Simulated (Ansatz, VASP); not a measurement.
**SrMg3O4: VASP beside Ansatz**

File INCAR:

```
  PREC = Accurate
  ENCUT = 520
  EDIFF = 1E-7
  ISMEAR = -1
  SIGMA = 0.05
  LREAL = False
  LASPH = True
  NELM = 100
  ALGO = Normal
  ISIF = 2
  LWAVE = False
  LCHARG = False
  GGA = PE
  NBANDS = 30
```

The input KPOINTS:

```
regular mesh
0
Gamma
  8 8 3
```

The input POSCAR:

```
SrMg3O4
1.0
    3.3014960000      0.0000000000      0.0000000000
    0.0000000000      3.3014960000      0.0000000000
    0.0000000000      0.0000000000      8.9796080000
Sr Mg O
1 3 4
Direct
   -0.0027800000     -0.0113330000      0.0009540000
    0.5107960000      0.5091350000      0.2750790000
    0.0087070000      0.0033610000      0.5006940000
    0.4828460000      0.4930170000      0.7269820000
    0.5140580000      0.4995800000      0.5008110000
    0.0154370000      0.0021950000      0.7258800000
    0.5050570000      0.4900060000      0.0018970000
   -0.0014730000      0.0061560000      0.2733510000
```

Contents of input.yaml:

```yaml
crystal:
  lattice:
    - [3.301496, 0.0, 0.0]
    - [0.0, 3.301496, 0.0]
    - [0.0, 0.0, 8.979608]
  atoms:
    - { symbol: Sr, position: [-0.00278, -0.011333, 0.000954] }
    - { symbol: Mg, position: [0.510796, 0.509135, 0.275079] }
    - { symbol: Mg, position: [0.008707, 0.003361, 0.500694] }
    - { symbol: Mg, position: [0.482846, 0.493017, 0.726982] }
    - { symbol: O, position: [0.514058, 0.49958, 0.500811] }
    - { symbol: O, position: [0.015437, 0.002195, 0.72588] }
    - { symbol: O, position: [0.505057, 0.490006, 0.001897] }
    - { symbol: O, position: [-0.001473, 0.006156, 0.273351] }
hamiltonian:
  xc: pbe
  pseudopotentials: { kind: paw }
kpoints:
  mp_grid: { grid: [8, 8, 3] }
scf:
  occupations: { method: fermi_dirac, width: 0.05 }
output:
  forces: true
  stress: true
  eigenvalues: true
```

Change from the starting cell: atoms moved at random, drawn with an rms of 0.05 Å.

Alike in both runs: task single point; functional PBE; k mesh 8 × 8 × 3; occupations fermi-dirac, width 0.05 eV; no spin polarisation.

|  | VASP | Ansatz |
| --- | --- | --- |
| version | VASP 6.6.1 | Ansatz 0.2.0 |
| potentials or method | VASP PAW PBE potentials, release 64 (Sr_sv, Mg, O) | Ansatz PAW |
| plane-wave cutoff (eV) | 520 | 420 |
| valence electrons in the cell | 40 | 64 |

|  | VASP | Ansatz | Ansatz less VASP |
| --- | --- | --- | --- |
| gap on the k mesh at the Fermi level (eV) | 1.99 | 2.01 | +0.019 |
| least direct gap on the mesh (eV) | 2.18 | 2.23 | +0.050 |
| pressure (GPa) | -0.4 | -0.5 | -0.08 |
| largest component of the traceless stress (GPa) | 0.27 | 0.26 | -0.011 |
| rms of the force components (eV/Å) | 0.160 | 0.153 | -0.0072 |

Atom by atom the forces differ by 0.012 eV/Å (rms over components). The two sets of potentials don't hold the same shells in valence.

Caveats: an odd mesh through Γ misses points on the zone boundary, where band edges often lie (VASP); odd divisions of the mesh miss points on the zone boundary, where band edges often lie, so the gap on the mesh can be too wide (Ansatz); the pressure holds a Pulay correction of +0.5 GPa for the finite cutoff (Ansatz).
